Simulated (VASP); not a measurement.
Wanted: the native input for a VASP 6.6.1 run.

```yaml
Task: single point
Functional: LDA
Potentials_or_basis: VASP PAW LDA potentials, release 64 (Bi_d)
Cutoff: 520 eV
k_mesh: 13 × 13 × 13
Occupations: fermi-dirac, width 0.1 eV
Spin: no spin polarisation
Dipole_correction: no
Further_INCAR_settings: ALGO = Normal; EDIFF = 1e-06; NBANDS = 14
```

The structure of Bi lies in POSCAR:

```
Bi
1.0
   -1.8632010633      1.8632010633      1.8632010633
    1.8632010633     -1.8632010633      1.8632010633
    1.8632010633      1.8632010633     -1.8632010633
Bi
1
Direct
    0.0000000000      0.0000000000      0.0000000000
```

This isn't the form of Bi at room conditions, which is rhombohedral.

The input as run:

INCAR

```
PREC = Accurate ; ENCUT = 520
EDIFF = 1E-6 ; ISMEAR = -1
SIGMA = 0.1 ; LREAL = False
LASPH = True ; NELM = 100
ALGO = Normal ; ISIF = 2
LWAVE = False ; LCHARG = True
LELF = True ; LVHAR = True
NBANDS = 14
```

KPOINTS

```
Automatic mesh
0
Gamma
  13 13 13
```

Potentials or basis: VASP PAW LDA potentials, release 64 (Bi_d).

Run with:

```bash
$ cat potpaw_LDA.64/Bi_d/POTCAR > POTCAR
$ mpirun -np 1 vasp_std > vasp.out
```

Results of the run:

| Property | Result |
| --- | --- |
| Pressure | 11.0 GPa |
| Band gap on the k mesh | none (metal or under the smearing width) |

Caveat: spin-orbit coupling is left out, which moves the levels of the heavy elements.

Run time: 9.6 s on 1 thread of Intel(R) Xeon(R) 6975P-C (Granite Rapids) (shared host), peak memory 0.13 GiB.
